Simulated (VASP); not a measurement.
An input for Quantum ESPRESSO's pw.x (written as the equivalent of a VASP run, and not itself run):

```
&CONTROL
  calculation = 'vc-relax'
  pseudo_dir = './pseudo'
  outdir = './out'
  tprnfor = .true.
  tstress = .true.
  nstep = 60
  forc_conv_thr = 0.00039
/
&SYSTEM
  ibrav = 0
  nat = 2
  ntyp = 2
  ecutwfc = 66
  occupations = 'smearing'
  smearing = 'methfessel-paxton'
  degauss = 0.00735
  input_dft = 'pbesol'
/
&ELECTRONS
  conv_thr = 7.3e-08
  electron_maxstep = 100
/
&IONS
/
&CELL
/
ATOMIC_SPECIES
  Si 28.085 Si.upf
  Zr 91.224 Zr.upf
CELL_PARAMETERS angstrom
    -0.0000000    2.6721168    2.6721168
     2.6721168   -0.0000000    2.6721168
     2.6721168    2.6721168    0.0000000
ATOMIC_POSITIONS crystal
  Si   0.0000000  0.0000000  0.0000000
  Zr   0.5000000  0.5000000  0.5000000
K_POINTS automatic
  11 11 11 0 0 0
```

Q: Translate this input to VASP (INCAR, KPOINTS, POSCAR, choice of POTCAR).

A: Several could match; the one computed here: 
**KPOINTS**
```
Automatic mesh
0
Gamma
11 11 11
0 0 0
```

### INCAR
```
ALGO=Normal
EDIFF=1E-6
EDIFFG=-0.01
ENCUT=400
GGA=PS
IBRION=2
ISIF=3
ISMEAR=1
LASPH=.TRUE.
LCHARG=.FALSE.
LMAXMIX=4
LREAL=.FALSE.
LWAVE=.FALSE.
NELM=100
NSW=60
PREC=Accurate
SIGMA=0.1
SYSTEM=ZrSi
```

**POSCAR**
```
ZrSi
1
   -0.0000000000     2.6721167704     2.6721167704
    2.6721167704    -0.0000000000     2.6721167704
    2.6721167704     2.6721167704     0.0000000000
Si Zr
1 1
Direct
  0.0000000000   0.0000000000   0.0000000000
  0.5000000000   0.5000000000   0.5000000000
```

POTCAR, in this order: Si Zr_sv (PBE.64 set). Program: vasp_std.

What does not carry over: the potentials are each code's own (VASP's PAW set, PseudoDojo norm-conserving files in pw.x), so ENCUT and ecutwfc are chosen apart and not converted; conv_thr bounds pw.x's estimated SCF error, while EDIFF bounds the energy change between steps; forc_conv_thr acts on force components and is met together with etot_conv_thr.

The structure was generated: ZrSi was put into the rocksalt type (Fm-3m), which need not be its known phase. This run relaxes it. Symmetry was kept, so distortions that lower it aren't found. The start is the result of an earlier pass.
